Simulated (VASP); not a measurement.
Hf: stress against strain

Hf (hcp, P6_3/mmc, 21.542 Å³/atom at rest, c along z) under an equal strain ε along x and y, with z held. PBEsol in VASP (plane waves, PAW), 480 eV, 18×18×10 Γ-centred mesh, Methfessel-Paxton smearing 0.10 eV; ions are relaxed within the symmetry of each cell. Stress is positive for a compressed cell.

Here s stands for strain and y for stress xx.

| strain (%) | stress xx (GPa) |
|---|---|
| -1.50 | 4.14 |
| -1.00 | 2.66 |
| -0.50 | 1.25 |
| 0.00 | -0.11 |
| 0.50 | -1.40 |
| 1.00 | -2.64 |
| 1.50 | -3.83 |
| 3.00 | ? |

**Question.** Fit y against s with a straight line, and predict the withheld value at s = 3.00.

**Answer.** Means: s 0, y 0.010. About the means, the sum of products is -18.580 and the sum of squares of s is 7.0000; the slope is their ratio. Least squares gives y = 0.010 - 2.6543·s. Residuals (row less fit): 0.149, -0.004, -0.087, -0.120, -0.083, 0.004, 0.141; standard error 0.119 (degrees of freedom: 5). The slope gives the elastic constants C11 + C12 = 265 ± 5 GPa. At the withheld row, y = 0.010 - 2.6543 × 3.0 = -7.953 GPa. The calculation gives -7.11 GPa, 0.843 GPa above the prediction (7.5 % of the range of y in the table). The row lies outside the fitted rows, so this is an extrapolation. From the scatter of the fitted rows alone, a prediction at this place has a standard error of 0.186 GPa, so the miss is 4.5 times that.

One order more, fitted to all 13 runs of the series, follows each within 0.02, so the miss is the next term of a smooth law. In a metal these values are sensitive to mesh and smearing; energies are taken to zero smearing, stresses follow the free energy. Rows are the converged runs of the series near zero and its far end; series whose fitted rows scatter by over a few per cent of the range, as at a crossing or softening among them, aren't shown in this form. Most that stay on the fit to the last digits aren't either.
